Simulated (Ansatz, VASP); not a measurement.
**YTe: VASP beside Ansatz**

Wanted: the spread between two codes on one cell, functional and k mesh.

Calculated with Ansatz 0.2.0; plane waves, with VASP 6.6.1 beside it; single point at PBEsol.

The database entry behind the starting cell differs from later determinations by our own check (0.1 to 0.3 % short, probably kX units), so it need not match the best structure at ambient conditions.

### 1. Set-up

It takes space group Fm-3m (No. 225, cubic). Conventional cell: a = 6.080 Å, b = 6.080 Å, c = 6.080 Å, α = 90.00°, β = 90.00°, γ = 90.00°. Nearest to Y lie 6 Te at 3.04 Å. Nearest to Te lie 6 Y at 3.04 Å. Farther neighbours and most contacts between anions are not listed.

### 2. VASP: single point, PBEsol

A single point gives forces, pressure and levels at one fixed geometry, so differences don't come from the geometry; what else differs is listed under the comparison.

Lines of VASP's logs that name or quote its potential files are left out, and so is its time.

Contents of INCAR:

```
SYSTEM = YTe
PREC = Accurate
ENCUT = 400
EDIFF = 1E-06
NELM = 100
ISMEAR = -1
SIGMA = 0.05
LREAL = .FALSE.
ALGO = Normal
GGA = PS
NBANDS = 14
LORBIT = 11
LWAVE = .FALSE.
LCHARG = .FALSE.
KPAR = 2
ISIF = 2
```

Contents of POSCAR:

```
YTe
1.0
    0.0000000000      3.0400000000      3.0400000000
    3.0400000000      0.0000000000      3.0400000000
    3.0400000000      3.0400000000      0.0000000000
Y Te
1 1
Direct
    0.5000000000      0.5000000000      0.5000000000
    0.0000000000      0.0000000000      0.0000000000
```

Contents of KPOINTS:

```
Automatic mesh
0
Gamma
6 6 6
0 0 0
```

PAW data sets: Y_sv and Te (PBE family, release 64).

Launch:

```console
> mpirun -np 2 vasp_std
```

Numbers of over 12 decimals in the logs are rounded to 6 here.

Log:

```text
[banner, memory and clock lines left out]
running    2 mpi-ranks, on    1 nodes
 distrk:  each k-point on    1 cores,    2 groups
 distr:  one band on    1 cores,    1 groups

 POSCAR found type information on POSCAR Y Te
 POSCAR found :  2 types and       2 ions
|                                                                             |
|               ----> ADVICE to this user running VASP <----                  |
|                                                                             |
|     You enforced a specific xc type in the INCAR file but a different       |
|     [... a line on the potential file left out ...]
|     I HOPE YOU KNOW WHAT YOU ARE DOING!                                     |
|                                                                             |

 LDA part: xc-table for (Slater+PW92), standard interpolation
 POSCAR, INCAR and KPOINTS ok, starting setup
 FFT: planning ... GRIDC
 FFT: planning ... GRID_SOFT
 FFT: planning ... GRID
 WAVECAR not read
 entering main loop
       N       E                     dE             d eps       ncg     rms          rms(c)
DAV:   1     0.485594348617E+02    0.48559E+02   -0.64217E+03   448   0.848E+02
DAV:   2    -0.982543420673E+01   -0.58385E+02   -0.55912E+02   610   0.194E+02
DAV:   3    -0.135442789883E+02   -0.37188E+01   -0.36961E+01   764   0.345E+01
DAV:   4    -0.136100046933E+02   -0.65726E-01   -0.65712E-01   544   0.454E+00
DAV:   5    -0.136111579645E+02   -0.11533E-02   -0.11533E-02   590   0.577E-01    0.234E+01
DAV:   6    -0.131653786845E+02    0.44578E+00   -0.75064E-01   510   0.490E+00    0.166E+01
DAV:   7    -0.131205886346E+02    0.44790E-01   -0.59156E-01   596   0.437E+00    0.304E+00
DAV:   8    -0.131000733977E+02    0.20515E-01   -0.15306E-01   496   0.239E+00    0.306E-01
DAV:   9    -0.130992425740E+02    0.83082E-03   -0.79162E-03   508   0.629E-01    0.162E-01
DAV:  10    -0.130992857852E+02   -0.43211E-04   -0.41141E-04   608   0.136E-01    0.167E-01
DAV:  11    -0.130992912993E+02   -0.55141E-05   -0.94163E-05   508   0.766E-02    0.603E-02
DAV:  12    -0.130992871906E+02    0.41087E-05   -0.15408E-05   460   0.304E-02    0.113E-02
DAV:  13    -0.130992869497E+02    0.24082E-06   -0.69487E-07   320   0.680E-03
   1 F= -.13099287E+02 E0= -.13095228E+02  d E =-.811716E-02
```

From OUTCAR (step 2):

```text
ion  position               nearest neighbor table
   1  0.500  0.500  0.500-   2 3.04   2 3.04   2 3.04   2 3.04   2 3.04   2 3.04
   2  0.000  0.000  0.000-   1 3.04   1 3.04   1 3.04   1 3.04   1 3.04   1 3.04

  LATTYP: Found a face centered cubic cell.
 ALAT       =     6.0800000000

 Subroutine GETGRP returns: Found 48 space group operations
 (whereof 48 operations were pure point group operations)

The static configuration has the point symmetry O_h .

 Found     16 irreducible k-points:

   k-points           NKPTS =     16   k-points in BZ     NKDIM =     16   number of bands    NBANDS=     14

   dimension x,y,z NGX =    28 NGY =   28 NGZ =   28
   dimension x,y,z NGXF=    56 NGYF=   56 NGZF=   56

   ENCUT  =  400.0 eV  29.40 Ry    5.42 a.u.   7.01  7.01  7.01*2*pi/ulx,y,z

   NELECT =      17.0000    total number of electrons

 k-points in reciprocal lattice and weights: Automatic mesh
   0.00000000  0.00000000  0.00000000       0.005
   0.16666667  0.00000000  0.00000000       0.037
   0.33333333  0.00000000  0.00000000       0.037
   0.50000000  0.00000000  0.00000000       0.019
   0.16666667  0.16666667  0.00000000       0.028
   0.33333333  0.16666667  0.00000000       0.111
   0.50000000  0.16666667  0.00000000       0.111
  -0.33333333  0.16666667  0.00000000       0.111
  -0.16666667  0.16666667  0.00000000       0.056
[...]
-0.33333333  0.33333333  0.16666667       0.111
  -0.33333333  0.50000000  0.16666667       0.056

 average (electrostatic) potential at core
       1 -34.6215       2 -88.2459

 E-fermi :   6.9697

 k-point     1 :       0.0000    0.0000    0.0000
  band No.  band energies     occupation
    ...
      7       4.7751      2.00000
      8       4.7751      2.00000
      9       6.6577      1.99610
     10       6.6577      1.99610
     11       6.6577      1.99610
     12       7.2822      0.00385
     13       7.2822      0.00385
     14       8.4401      0.00000

 k-point     2 :       0.1667    0.0000    0.0000
  band No.  band energies     occupation
    ...
      5      -6.0890      2.00000
      6       3.2109      2.00000
      7       3.9784      2.00000
      8       3.9784      2.00000
      9       6.9629      1.06770
     10       7.0609      0.27776
     11       7.0609      0.27776
     12       8.4899      0.00000
     13       8.4899      0.00000
     14       9.9119      0.00000

 k-point     3 :       0.3333    0.0000    0.0000
  band No.  band energies     occupation
    ...
      4     -16.7449      2.00000
      5      -5.5145      2.00000
      6       1.3432      2.00000
      7       3.0949      2.00000
      8       3.0949      2.00000
      9       7.4683      0.00009
     10       7.9798      0.00000
     11       7.9798      0.00000
     12      10.4670      0.00000
     13      10.5957      0.00000
    ...

  Total        0.0227980      0.0227980      0.0227980      0.0000000      0.0000000      0.0000000
  in kB        0.6500640      0.6500640      0.6500640      0.0000000      0.0000000      0.0000000
  external PRESSURE =       0.6500640 kB  Pullay stress =       0.0000000 kB

  energy-cutoff  :      400.00
  volume of cell :       56.19
      direct lattice vectors                 reciprocal lattice vectors
     0.000000000  3.040000000  3.040000000    -0.164473684  0.164473684  0.164473684
     3.040000000  0.000000000  3.040000000     0.164473684 -0.164473684  0.164473684
     3.040000000  3.040000000  0.000000000     0.164473684  0.164473684 -0.164473684

 POSITION                                       TOTAL-FORCE (eV/Angst)
 -----------------------------------------------------------------------------------
      3.04000      3.04000      3.04000        -0.000000      0.000000      0.000000
      0.00000      0.00000      0.00000         0.000000     -0.000000     -0.000000
 -----------------------------------------------------------------------------------
    total drift:                                0.000000      0.000000      0.000000

  FREE ENERGIE OF THE ION-ELECTRON SYSTEM (eV)
  ---------------------------------------------------
  free  energy   TOTEN  =       -13.0992869497 eV

  energy  without entropy=      -13.0911697897  energy(sigma->0) =      -13.09522837

 total charge
# of ion       s       p       d       f       tot
--------------------------------------------------
    1        2.149   6.265   1.079   0.039   9.531
    2        1.334   2.150   0.046   0.000   3.530
--------------------------------------------------
tot          3.483   8.414   1.125   0.039  13.061

[... 3 further parts left out ...]
```

This run has no spin polarisation. Its electron count is odd, so without a moment it is a metal by construction.

### 3. Ansatz: single point, PBEsol

Ansatz runs on its default PAW (the set named soft_2) files.

The same cell, functional, mesh and smearing now go to Ansatz, which takes its cutoff from its data sets.

Contents of input.yaml:

```yaml
crystal:
  lattice:
    - [0.0, 3.04, 3.04]
    - [3.04, 0.0, 3.04]
    - [3.04, 3.04, 0.0]
  atoms:
    - { symbol: "Y", position: [0.5, 0.5, 0.5] }
    - { symbol: Te, position: [0.0, 0.0, 0.0] }
hamiltonian:
  xc: pbesol
  pseudopotentials: { kind: paw }
kpoints:
  mp_grid: { grid: [6, 6, 6] }
scf:
  occupations: { method: fermi_dirac, width: 0.05 }
  n_extra_bands: 4
output:
  forces: true
  stress: true
  eigenvalues: true
```

Launch:

```console
> ansatz run input.yaml --threads 2 --pin off --max-ram 4608MiB --backend cpu --events-out ev --progress --plain --runs-dir out
```

Log:

```text
scf.n_extra_bands = 4 over 14 filled bands (N_el = 27.0): the run solves 18 bands
Engine: ansatz 0.2.0, x86_64-unknown-linux-gnu
Pseudopotentials: kind: paw
Pseudopotential: Y, paw, valence charge 11, recommended cutoff 420 eV (normal), Y.paw.azcp
Pseudopotential: Te, paw, valence charge 16, recommended cutoff 420 eV (normal), Te.paw.azcp
Functional definition: PBEsol
  exchange = pbesol_x
  correlation = pbesol_c
Crystal: 2 atoms, lattice volume = 56.189 Å³
Basis set: ecut = 420 eV, 1067 PW (Γ), exchange–correlation on 60×60×60 points (8 copies of the dense FFT grid, shifted against one another)
Bands: 18, of which v1, the nominal top of the filled ones, is band 14 counted from 1 (13 counted from 0)
Symmetry: 48 space group operations
Space group: Fm-3m (ITA 225), of the structure as read, at distance tolerance 3.8e-5 Å
k-points: 16 of 216
Non-local potential: Y, projectors of the file, l = 0: 3, l = 1: 2, l = 2: 2, l = 3: 1
Non-local potential: Te, projectors of the file, l = 0: 2, l = 1: 2, l = 2: 2, l = 3: 2
PAW form: soft (Blöchl's): semilocal exchange-correlation on the pseudo side does not see the compensation charge
PAW frozen core: Y, regenerated for the run's functional, and the local potential with it (the file was generated under x = pbe(κ = 0.804, μ = 0.219515), c = pbe(β = 0.066725))
PAW frozen core: Te, regenerated for the run's functional, and the local potential with it (the file was generated under x = pbe(κ = 0.804, μ = 0.219515), c = pbe(β = 0.066725))
PAW one-centre angular grid: Y, 590 points (default); XC on 64 Gauss nodes
PAW one-centre angular grid: Te, 590 points (default); XC on 64 Gauss nodes
Initial density: superposition of atomic densities (neutral atoms: chi_scale 0, normalization atom), corrected by the library's trained network
Initial wavefunctions: pseudopotential atomic-orbital guess
Functional: x = pbesol(κ = 0.804, μ = 0.123457), c = pbesol(β = 0.046)
SCF iter   1: F=—  HF=-10699.353439 eV  |F-HF|=—  |Δ(HF+E_count)|=         —  Δρ=2.47e-3  dr2=3.48e-3  ethr=1.77e-3  ⟨swp⟩=5.9  Hψ=1501  notcnv=0
preconditioner: auto → Kerker (q_TF=auto, 2.415 Å⁻¹)  [metal: Δε(μ)=0.101 eV  Ē_g=7.671 eV  σ=0.050 eV  W_gap=0.41  n_scr=14 (ndim 8)  ℏωp=14.9 eV  f_vac=0.000  D(μ)=0.93/eV (n_scr^D=0)]
SCF iter   2: F=—  HF=-10699.351462 eV  |F-HF|=—  |Δ(HF+E_count)|=   1.98e-3  Δρ=1.51e-3  dr2=1.45e-3  ethr=1.29e-5  ⟨swp⟩=2.0  Hψ=502  notcnv=0
SCF iter   3: F=—  HF=-10699.351177 eV  |F-HF|=—  |Δ(HF+E_count)|=   2.85e-4  Δρ=3.81e-4  dr2=7.59e-5  ethr=5.38e-6  ⟨swp⟩=2.0  Hψ=490  notcnv=0
SCF iter   4: F=—  HF=-10699.351125 eV  |F-HF|=—  |Δ(HF+E_count)|=   5.16e-5  Δρ=1.75e-4  dr2=3.09e-5  ethr=2.81e-7  ⟨swp⟩=2.0  Hψ=489  notcnv=0
SCF iter   5: F=—  HF=-10699.351117 eV  |F-HF|=—  |Δ(HF+E_count)|=   8.17e-6  Δρ=4.78e-5  dr2=1.54e-6  ethr=1.14e-7  ⟨swp⟩=2.0  Hψ=352  notcnv=0
SCF iter   6: F=-10699.351117 eV  HF=-10699.351117 eV  |F-HF|=6.67e-9  |Δ(HF+E_count)|=   3.11e-7  Δρ=1.16e-5  dr2=7.00e-8  ethr=3.70e-10  ⟨swp⟩=4.2  Hψ=1364  notcnv=0
SCF 1 converged in 6 iterations: F = -10699.351117 eV  dr2 = 7.00e-8
  greatest PAW one-centre occupation: 0.998 electrons in one spin orbital (limit 2), on the Te atom at site 1 (counted from 0), in its partial waves of l = 2
SCF converged after 6 iterations
Free energy (F): -10699.351117 eV
Harris-Foulkes:  -10699.351117 eV  (|F-HF|=6.67e-9)
Internal energy: -10699.343103 eV  (E = F + TS)
E sigma→0 (E₀):  -10699.347110 eV
Entropy (-TS):   -0.008014 eV (-4.007 meV/atom)
Fermi energy:    12.330185 eV
--- Per-component energies (eV) ---
  E_band       = -327.085384
  E_kinetic    = 489.158266
  E_local      = -1732.880089  (includes V_loc(G=0)·N_el)
  E_nonlocal   = -255.764536
  E_hartree    = 956.956266
  E_xc         = -297.125858
  E_vxc        = -305.171904  (∫ρ·V_xc dr)
  E_paw        = -7359.125976  (= ΣΔE_a)
  E_vpaw       = -436.342989  (= ΣTr[D̂ρ^β])
  E_aug_tail   = -0.000183  (compensation charges beyond the density's cutoff)
  E_ewald      = -2501.084580
  E_core_change = 0.523588  (= ΣΔE_core)
  E_smearing   = -0.008014  (= −TS)
  E_closure    = -0.000000  (closes the sum)
  Σ components = -10699.351117   (vs F -10699.351117, Δ=0.00e0)
--- Forces (eV/Å), atoms counted from 1 ---
  atom   1  Y      0.00000000    -0.00000000    -0.00000000
  atom   2  Te     0.00000000     0.00000000     0.00000000
  max |Σ_I F_I| component: 2.64e-29 eV/Å
--- Stress (GPa, compression-positive) ---
        0.032925       0.000000       0.000000
        0.000000       0.032925       0.000000
        0.000000       0.000000       0.032925
  P = ⅓ Tr σ = 0.0329 GPa (0.329 kbar)
--- Band table (eV; the first three rows and the last of 16) ---
  k-point 0: bands = [... 10 lower, 10.1193, 10.1193, 10.1193, 12.0196, 12.0196, 12.0196, 12.6447, 12.6447]
  k-point 1: bands = [... 10 lower, 8.5614, 9.3277, 9.3277, 12.3225, 12.4228, 12.4228, 13.8487, 13.8487]
  k-point 2: bands = [... 10 lower, 6.7000, 8.4467, 8.4467, 12.8279, 13.3418, 13.3418, 15.8183, 15.9553]
  k-point 15: bands = [... 10 lower, 7.3547, 7.9613, 8.0556, 11.9467, 13.7619, 14.1077, 14.8917, 14.9280]
```

The job ended after 1.1 s (2 threads of AMD EPYC 9R14 (Zen 4), shared host; peak memory 0.37 GiB; 1 s of CPU time).

The run ends at a pressure of 0.03 GPa.

### 4. Differences

Known differences besides the potentials themselves: the data sets hold 27 valence electrons in Ansatz (default PAW (the set named soft_2) files) and 17 in VASP; the cutoff is 420 eV in Ansatz and 400 eV in VASP; Ansatz makes its cores anew for this functional, VASP keeps those of its PBE data sets; VASP leaves aspherical gradient terms in its spheres out (LASPH is not set), Ansatz keeps them. Total energies have different zeros and are not compared.

The two programs side by side:

| quantity | Ansatz | VASP | difference |
| --- | --- | --- | --- |
| pressure (GPa) | 0.03 | 0.07 | -0.03 |

Ansatz's pressure holds a Pulay correction of 0.02 GPa; VASP's holds none.

### 5. Outcome

```json
{
 "difference in pressure (single point, PBEsol)": "-0.032 GPa"
}
```

**Reading.** The difference in pressure is -0.032 GPa (single point, PBEsol), within the 1 GPa picked in this series as the mark of a large difference. Such differences can come from data sets, numerical settings and the points named under the comparisons, not from the functional's error against experiment.

[Lines on the potential files, build, host, timing and source positions are cut from VASP's logs without a mark.]

[Logs are printed without paths, hosts, clocks, repeated set-up lines and the standing remarks that a program may print on its own settings, such as how far it seeks lower states.]

[Hosts, paths, dates, database ids (printed as entryN), source tags and the programs' standing remarks are cut or masked in the printed files.]
